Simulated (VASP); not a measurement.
# Sc2Si2B (P1) in VASP: density of states with PBEsol

Aim: the density of states of Sc2Si2B with PBEsol.

Everything below comes from runs of VASP 6.6.1. Logs are shortened: lines on timing, memory, paths and dates and some standing lists are left out, and cuts for length are marked.

### Step 1. The crystal as given

The typed cell holds 5 atoms: a = 3.716 Å, b = 3.703 Å, c = 6.477 Å, α = 72.87°, β = 72.93°, γ = 90.36°.

The cell was built by a generator and needn't be a form met in nature.

### Step 2. Density of states, PBEsol

Input file POSCAR:

```
Sc2Si2B
1.0
   -0.0117095200      3.7154704200     -0.0173853100
    3.7027092000     -0.0117095200     -0.0213840000
    1.8798139800      1.8797787900     -5.9060069000
B Sc Si
1 2 2
Direct
    0.9846350000      0.0160920000      0.0017330000
    0.3447260000      0.3692830000      0.3037750000
    0.6711520000      0.6652100000      0.6978840000
    0.1640240000      0.1529380000      0.7078970000
    0.8660320000      0.8547450000      0.2609420000
```

Input file INCAR.step1:

```
PREC     = Accurate       # precision mode
ENCUT    = 520            # plane-wave cutoff, eV
EDIFF    = 1E-6           # SCF threshold, eV
ISMEAR   = -1             # smearing method
SIGMA    = 0.1            # smearing width, eV
LREAL    = False          # projectors in reciprocal space
LASPH    = True           # aspherical terms in the spheres
NELM     = 100            # most SCF steps
ALGO     = Normal         # electronic algorithm
ISIF     = 2              # what is computed and relaxed
LWAVE    = False          # write WAVECAR
LCHARG   = True           # write CHGCAR
LMAXMIX  = 4              # l up to which the mixer works
GGA      = PS             # functional
NBANDS   = 24             # bands
```

Input file KPOINTS.step1:

```
Automatic mesh
0
Gamma
  5 5 3
  0 0.5 0
```

Input file INCAR.step2:

```
PREC     = Accurate       # precision mode
ENCUT    = 520            # plane-wave cutoff, eV
EDIFF    = 1E-6           # SCF threshold, eV
ISMEAR   = -5             # smearing method
SIGMA    = 0.1            # smearing width, eV
LREAL    = False          # projectors in reciprocal space
LASPH    = True           # aspherical terms in the spheres
NELM     = 100            # most SCF steps
ALGO     = Normal         # electronic algorithm
ISIF     = 2              # what is computed and relaxed
LWAVE    = False          # write WAVECAR
LCHARG   = False          # write CHGCAR
LMAXMIX  = 4              # l up to which the mixer works
GGA      = PS             # functional
LORBIT   = 10             # projections on sites
NBANDS   = 24             # bands
NEDOS    = 1001           # points of the DOS
ICHARG   = 11             # starting density
```

Input file KPOINTS.step2:

```
Automatic mesh
0
Gamma
  8 8 5
```

Potentials or basis: VASP PAW PBE potentials, release 64 (B, Sc_sv, Si).

Command:

```
cat potpaw_PBE.64/B/POTCAR potpaw_PBE.64/Sc_sv/POTCAR potpaw_PBE.64/Si/POTCAR > POTCAR
cp INCAR.step1 INCAR
cp KPOINTS.step1 KPOINTS
mpirun -np 1 vasp_std > vasp.out
cp INCAR.step2 INCAR
cp KPOINTS.step2 KPOINTS
mpirun -np 1 vasp_std > vasp.out
```

OUTCAR:

```text
PREC = Accurate
   ENCUT = 520
   EDIFF = 1E-6
   ISMEAR = -5
   LREAL = False
   LASPH = True
   NELM = 100
   ISIF = 2
   GGA = PS
   LORBIT = 10
   ICHARG = 11

 ion  position               nearest neighbor table
   1  0.985  0.016  0.002-   5 1.53   4 1.73
   2  0.345  0.369  0.304-   4 2.38   5 2.53   5 2.55   5 2.73   5 2.74
   3  0.671  0.665  0.698-   5 2.58   4 2.59   4 2.62   4 2.64   4 2.65
   4  0.164  0.153  0.708-   1 1.73   2 2.38   3 2.59   3 2.62   3 2.64   3 2.65
   5  0.866  0.855  0.261-   1 1.53   2 2.53   2 2.55   3 2.58   2 2.73   2 2.74

  LATTYP: Found a triclinic cell.
 ALAT       =     3.7155295455
 B/A-ratio  =     1.4162218513
 C/A-ratio  =     2.6582355514
 COS(alpha) =     0.0018231350
 COS(beta)  =     0.5663511776
 COS(gamma) =     0.7105279166

  Lattice vectors:

 A1 = (   0.0117095200,  -3.7154704200,   0.0173853100)
 A2 = (   3.7144187200,  -3.7271799400,  -0.0039986900)
 A3 = (  -5.5708136600,  -5.5835396900,   5.9447762100)

Analysis of symmetry for initial positions (statically):
=====================================================================
 Subroutine PRICEL returns:
 Original cell was already a primitive cell.

 Routine SETGRP: Setting up the symmetry group for a
 triclinic supercell.

 Subroutine GETGRP returns: Found  1 space group operations
 (whereof  1 operations were pure point group operations)
 out of a pool of  2 trial point group operations.

The static configuration has the point symmetry C_1 .

Analysis of symmetry for dynamics (positions and initial velocities):
=====================================================================
 Subroutine PRICEL returns:
 Original cell was already a primitive cell.

 Routine SETGRP: Setting up the symmetry group for a
 triclinic supercell.

 Subroutine GETGRP returns: Found  1 space group operations
 (whereof  1 operations were pure point group operations)
 out of a pool of  2 trial point group operations.

The dynamic configuration has the point symmetry C_1 .

 Subroutine INISYM returns: Found  1 space group operations
 (whereof  1 operations are pure point group operations),
 and found     1 'primitive' translations

----------------------------------------------------------------------------------------

                                     Primitive cell

  volume of cell :      80.9787

  direct lattice vectors                    reciprocal lattice vectors
    -0.011709520  3.715470420 -0.017385310     0.001350400  0.269552634  0.086223710
     3.702709200 -0.011709520 -0.021384000     0.270576178  0.001257585  0.086521549
     1.879813980  1.879778790 -5.906006900    -0.000983656 -0.000798026 -0.169886223

  length of vectors
     3.715529546  3.702789463  6.476741959     0.283010555  0.284075743  0.169890945

  position of ions in fractional coordinates (direct lattice)
     0.984635000  0.016092000  0.001733000
     0.344726000  0.369283000  0.303775000
     0.671152000  0.665210000  0.697884000
     0.164024000  0.152938000  0.707897000
     0.866032000  0.854745000  0.260942000

  ion indices of the primitive-cell ions
   primitive index   ion index
                 1           1
                 2           2
                 3           3
                 4           4
                 5           5

----------------------------------------------------------------------------------------

 KPOINTS: Automatic mesh

Automatic generation of k-mesh.
 Grid dimensions read from file:
 generate k-points for:    8    8    5

 Generating k-lattice:

  Cartesian coordinates                     Fractional coordinates (reciprocal lattice)
     0.000168800  0.033694079  0.010777964     0.125000000  0.000000000  0.000000000
     0.033822022  0.000157198  0.010815194     0.000000000  0.125000000  0.000000000
    -0.000196731 -0.000159605 -0.033977245     0.000000000  0.000000000  0.200000000

  Length of vectors
     0.035376319  0.035509468  0.033978189

  Shift w.r.t. Gamma in fractional coordinates (k-lattice)
     0.000000000  0.000000000  0.000000000

 TETIRR: Found    960 inequivalent tetrahedra from     1920

 Subroutine IBZKPT returns following result:
 ===========================================

 Found    162 irreducible k-points:

 Following reciprocal coordinates:
            Coordinates               Weight
  0.000000  0.000000  0.000000      1.000000
  0.125000  0.000000 -0.000000      2.000000
  0.250000  0.000000 -0.000000      2.000000
  0.375000  0.000000 -0.000000      2.000000
  0.500000  0.000000 -0.000000      1.000000
  0.000000  0.125000 -0.000000      2.000000
[... 16 lines left out ...]
  0.125000  0.375000 -0.000000      2.000000
  0.250000  0.375000 -0.000000      2.000000
 [... further k-points ...]
   k-points           NKPTS =    162   k-points in BZ     NKDIM =    162   number of bands    NBANDS=     24
   number of dos      NEDOS =   1001   number of ions     NIONS =      5
   total plane-waves  NPLWV =  37632
   dimension x,y,z NGX =    28 NGY =   28 NGZ =   48
   dimension x,y,z NGXF=    56 NGYF=   56 NGZF=   96
   ions per type =               1   2   2
   NGX,Y,Z   is equivalent  to a cutoff of  12.53, 12.57, 12.32 a.u.
   NGXF,Y,Z  is equivalent  to a cutoff of  25.06, 25.14, 24.64 a.u.
 SYSTEM =  unknown system
   PREC   = accura    normal or accurate (medium, high low for compatibility)
   ISTART =      0    job   : 0-new  1-cont  2-samecut
   ICHARG =     11    charge: 1-file 2-atom 10-const
   ISPIN  =      1    spin polarized calculation?
   LNONCOLLINEAR =      F non collinear calculations
   LSORBIT =      F    spin-orbit coupling
   LASPH  =      T    aspherical Exc in radial PAW
   ENCUT  =  520.0 eV  38.22 Ry    6.18 a.u.   6.91  6.88 12.04*2*pi/ulx,y,z
   NELM   =    100;   NELMIN=  2; NELMDL=  0     # of ELM steps
   EDIFF  = 0.1E-05   stopping-criterion for ELM
   LREAL  =      F    real-space projection
   EDIFFG = 0.1E-04   stopping-criterion for IOM
   NSW    =      0    number of steps for IOM
   IBRION =     -1    ionic relax: 0-MD 1-quasi-New 2-CG
   NFREE  =      0    steps in history (QN), initial steepest desc. (CG)
   ISIF   =      2    stress and relaxation
   ISYM   =      2    0-nonsym 1-usesym 2-fastsym
   POTIM  = 0.5000    time-step for ionic-motion
   TEBEG  =    0.0;   TEEND  =   0.0 temperature during run
   PSTRESS=    0.0 pullay stress
   NELECT =      33.0000    total number of electrons
   NUPDOWN=      -1.0000    fix difference up-down
   EMIN   =  10.00;   EMAX   =-10.00  energy-range for DOS
   EFERMI =   0.00;   METHOD = LEGACY
   ISMEAR =    -5;   SIGMA  =   0.10  broadening in eV -4-tet -1-fermi 0-gaus
   EFERMI_NEDOS =   21; number of points for ismear=-14 and -15
   IALGO  =     38    algorithm
   IMIX   =      4    mixing-type and parameters
     AMIX     =   0.40;   BMIX     =  1.00
     AMIX_MAG =   1.60;   BMIX_MAG =  1.00
  volume/ion in A,a.u.               =      16.20       109.29
  Fermi-wavevector in a.u.,A,eV,Ry     =   1.213731  2.293619 20.043332  1.473143
  Thomas-Fermi vector in A             =   2.349174
   LORBIT       =     10    0 simple, 1 ext, 2 COOP (PROOUT), +10 PAW based schemes
   GGA     = PS    functional components
   LHFCALC =     F    Hartree Fock is set to
   AEXX    =    0.0000 exact exchange contribution
   IVDW    =     0    specifies the selected vdW correction
   LEPSILON=     F    determine dielectric tensor
   LRPA    =     F    only Hartree local field effects (RPA)
 non-spin polarized calculation
 Fermi weights with tetrahedron method with Bloechl corrections
  energy-cutoff  :      520.00
  volume of cell :       80.98
 maximum number of plane-waves:      2200

 number of electron      32.9999994 magnetization

 Free energy of the ion-electron system (eV)
  ---------------------------------------------------
  ext. energy  EPLUGINS =         0.00000000
  ---------------------------------------------------
  free energy    TOTEN  =       -29.43256837 eV

  energy without entropy =      -29.43256837  energy(sigma->0) =      -29.43256837

 E-fermi :   5.7019     XC(G=0): -10.6377

 val. band max:        5.8188686448   @ k =   0.5000   0.3750   0.2000
 cond. band min:       5.7210392073   @ k =   0.3750  -0.2500   0.2000
 fundamental gap:     -0.0978294375
 Fermi energy:         5.7018938934

 k-point     1 :       0.0000    0.0000    0.0000
  band No.  band energies     occupation
      1     -43.1382      2.00000
      2     -43.0238      2.00000
      3     -22.0242      2.00000
      4     -21.8663      2.00000
      5     -21.8600      2.00000
      6     -21.8576      2.00000
[... 16 lines left out ...]
     23       8.2961      0.00000
     24       9.0819      0.00000

 k-point     2 :       0.1250    0.0000   -0.0000
  band No.  band energies     occupation
      1     -43.1374      2.00000
      2     -43.0233      2.00000
      3     -22.0205      2.00000
      4     -21.8911      2.00000
      5     -21.8588      2.00000
      6     -21.8469      2.00000
[... 16 lines left out ...]
     23       8.6878      0.00000
     24       9.0442      0.00000

 k-point     3 :       0.2500    0.0000   -0.0000
  band No.  band energies     occupation
      1     -43.1353      2.00000
      2     -43.0220      2.00000
      3     -22.0119      2.00000
      4     -21.9284      2.00000
      5     -21.8539      2.00000
      6     -21.8464      2.00000
[... 16 lines left out ...]
     23       8.5056      0.00000
     24       8.9092      0.00000

 k-point     4 :       0.3750    0.0000   -0.0000
  band No.  band energies     occupation
      1     -43.1332      2.00000
      2     -43.0208      2.00000
      3     -22.0043      2.00000
      4     -21.9609      2.00000
      5     -21.8523      2.00000
      6     -21.8488      2.00000
[... 16 lines left out ...]
     23       8.8027      0.00000
     24       8.9097      0.00000

 k-point     5 :       0.5000    0.0000   -0.0000
  band No.  band energies     occupation
      1     -43.1323      2.00000
      2     -43.0202      2.00000
      3     -22.0014      2.00000
      4     -21.9743      2.00000
      5     -21.8545      2.00000
      6     -21.8467      2.00000
[... 451 lines left out ...]
 k-point    22 :       0.0000    0.3750   -0.0000
  band No.  band energies     occupation
      1     -43.1330      2.00000
      2     -43.0206      2.00000
      3     -22.0061      2.00000
      4     -21.9590      2.00000
      5     -21.8518      2.00000
      6     -21.8496      2.00000
[... 16 lines left out ...]
     23       8.8350      0.00000
     24       8.9003      0.00000

 k-point    23 :       0.1250    0.3750   -0.0000
  band No.  band energies     occupation
      1     -43.1323      2.00000
      2     -43.0200      2.00000
      3     -21.9999      2.00000
      4     -21.9566      2.00000
      5     -21.8693      2.00000
      6     -21.8510      2.00000
[... 16 lines left out ...]
     23       9.0381      0.00000
     24       9.3448      0.00000

 k-point    24 :       0.2500    0.3750   -0.0000
  band No.  band energies     occupation
      1     -43.1306      2.00000
      2     -43.0185      2.00000
      3     -21.9894      2.00000
      4     -21.9474      2.00000
      5     -21.9012      2.00000
      6     -21.8600      2.00000
[... 16 lines left out ...]
     23       8.9088      0.00000
     24       9.5815      0.00000

 [... further k-points ...]

------------------------ aborting loop because EDIFF is reached ----------------------------------------

  FORCE on cell =-STRESS in cart. coord.  units (eV):
  Direction    XX          YY          ZZ          XY          YZ          ZX
  --------------------------------------------------------------------------------------
  -------------------------------------------------------------------------------------
  Total        3.1369622      3.2455665     34.7638295      0.2086894     -0.0567206      1.6528283
  in kB       62.0653115     64.2140655    687.8080721      4.1289543     -1.1222273     32.7014798
  external PRESSURE =     271.3624830 kB  Pullay stress =       0.0000000 kB

 VOLUME and BASIS-vectors are now :
 -----------------------------------------------------------------------------
  energy-cutoff  :      520.00
  volume of cell :       80.98
      direct lattice vectors                 reciprocal lattice vectors
    -0.011709520  3.715470420 -0.017385310     0.001350400  0.269552634  0.086223710
     3.702709200 -0.011709520 -0.021384000     0.270576178  0.001257585  0.086521549
     1.879813980  1.879778790 -5.906006900    -0.000983656 -0.000798026 -0.169886223

 POSITION                                       TOTAL-FORCE (eV/Angst)
 -----------------------------------------------------------------------------------
      0.05131      3.66145     -0.02770         0.927479     -0.636723      9.804934
      1.93435      1.84752     -1.80799        -1.171494     -0.049862      2.039380
      3.76711      3.79772     -4.14760        -0.326360     -0.042608     -0.588057
      1.89508      1.93833     -4.18697         0.182769      0.263082      2.647048
      3.64525      3.69822     -1.57446         0.387605      0.466112    -13.903305
 -----------------------------------------------------------------------------------
    total drift:                               -0.001964      0.000761     -0.003490

  FREE ENERGIE OF THE ION-ELECTRON SYSTEM (eV)
  ---------------------------------------------------
  free  energy   TOTEN  =       -29.4325683738 eV

  energy  without entropy=      -29.4325683738  energy(sigma->0) =      -29.43256837

 total charge

# of ion       s       p       d       tot
------------------------------------------
    1        0.815   1.363   0.000   2.178
    2        2.208   6.174   1.252   9.634
    3        2.196   6.158   1.197   9.552
    4        0.816   1.130   0.000   1.945
    5        0.844   1.231   0.000   2.075
--------------------------------------------------
tot          6.879  16.056   2.449  25.384
```

It took 4.1 min on 1 thread of Intel Xeon Platinum 8375C at 2.90GHz (Ice Lake), shared host; peak memory 0.4 GiB.

What came out:

```
Valence electrons inside the program's atomic spheres : B 2.18; Sc 9.63, 9.55; Si 1.95, 2.08
```

States per cell in windows of 1 eV (zero at the Fermi level; states under -8 eV left out):
| from (eV) | total | Sc3_d | Sc2_d | B1_p | Si5_p | Si4_p | Si4_s |
| --- | --- | --- | --- | --- | --- | --- | --- |
| -8.0 | 1.44 | 0.03 | 0.03 | 0.21 | 0.01 | 0.01 | 0.36 |
| -7.0 | 0.00 | 0.00 | 0.00 | 0.00 | 0.00 | 0.00 | 0.00 |
| -6.0 | 0.39 | 0.01 | 0.01 | 0.02 | 0.03 | 0.03 | 0.01 |
| -5.0 | 1.70 | 0.05 | 0.05 | 0.12 | 0.15 | 0.12 | 0.03 |
| -4.0 | 2.66 | 0.11 | 0.14 | 0.26 | 0.24 | 0.20 | 0.05 |
| -3.0 | 2.79 | 0.19 | 0.23 | 0.34 | 0.28 | 0.26 | 0.02 |
| -2.0 | 3.36 | 0.40 | 0.38 | 0.29 | 0.34 | 0.34 | 0.01 |
| -1.0 | 2.14 | 0.40 | 0.41 | 0.06 | 0.13 | 0.14 | 0.00 |
| 0.0 | 2.14 | 0.50 | 0.54 | 0.07 | 0.06 | 0.07 | 0.00 |
| 1.0 | 2.87 | 0.81 | 0.85 | 0.11 | 0.04 | 0.03 | 0.00 |
| 2.0 | 5.81 | 2.05 | 1.88 | 0.14 | 0.08 | 0.07 | 0.01 |
| 3.0 | 4.24 | 1.54 | 1.40 | 0.20 | 0.05 | 0.05 | 0.01 |
| 4.0 | 0.00 | 0.00 | 0.00 | 0.00 | 0.00 | 0.00 | 0.00 |
| 5.0 | 0.00 | 0.00 | 0.00 | 0.00 | 0.00 | 0.00 | 0.00 |

Caveat: the PAW data sets were made with another functional, which shifts forces and pressure a little; tetrahedron occupations give inexact forces and stress in metals.
